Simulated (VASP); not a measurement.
Data:

```
LiH
1.0
    0.00000     2.04277     2.04277
    2.04277     0.00000     2.04277
    2.04277     2.04277     0.00000
Li H
1 1
Direct
  0.00000   0.00000   0.00000
  0.50000   0.50000   0.50000
```

Level of theory: PBE GGA, VASP's PBE PAW potentials (set 64) (plane waves; VASP 6.6.1). Run with 400 eV cut-off, 14×14×14 Γ-centred mesh, Gaussian smearing of 0.010 eV, potentials Li_sv H.

Question: Give the energies of bands 2 to 4 at the high-symmetry points, in eV from the valence-band maximum.

Answer: 
```
band      Γ      X      U      L      W
----  -----  -----  -----  -----  -----
2     -5.21   0.00  -0.49  -2.49  -0.22
3     15.43   2.98   4.09   4.96   5.18
4     17.28  10.50   7.45  13.16   5.18
```

The gap is direct, 2.98 eV, from the valence maximum at X to the conduction minimum at X.

The structure comes from a computed database's LiH entry; how it stands against other phases isn't given here. The cell was not relaxed at this level.
